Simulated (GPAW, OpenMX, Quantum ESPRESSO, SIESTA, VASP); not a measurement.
# Al: programs and potentials compared

```
Al
1.0
     2.86234    0.00000    0.00000
    -1.43117    2.47886    0.00000
     0.00000    0.00000   24.34836
Al
5
Direct
  0.66667 0.33333 0.30803
  0.33333 0.66667 0.40401
  0.00000 0.00000 0.50000
  0.66667 0.33333 0.59599
  0.33333 0.66667 0.69197
```

Alike in all runs: functional PBE; k mesh 11 × 11 × 1; occupations fermi-dirac, width 0.05 eV; no spin polarisation; no spin-orbit coupling.

| program and potentials | plane-wave cutoff (eV) | notes | largest force (eV/Å) |
| --- | --- | --- | --- |
| OpenMX, OpenMX 2013 PBE set, Al7.0-s2p2d1, grid cutoff 300 Ry | - | atomic basis | 0.108 |
| Quantum ESPRESSO, PseudoDojo 0.4.1 SR PBE standard | 544 | - | ? |
| SIESTA, files PseudoDojo sr-pbe-0.4.1-standard, DZP (energy shift 0.003 Ry) | - | atomic basis | 0.111 |
| VASP, PBE PAW files Al, 520 eV | 520 | - | 0.090 |
| GPAW, GPAW PAW data sets (gpaw-data 1.2.1) | 450 | - | 0.090 |

Question: Estimate from the other rows what the run with Quantum ESPRESSO, PseudoDojo 0.4.1 SR PBE standard gave.

Answer: Largest force 0.091 eV/Å. The other rows, which needn't bracket it: largest force 0.090 to 0.111.
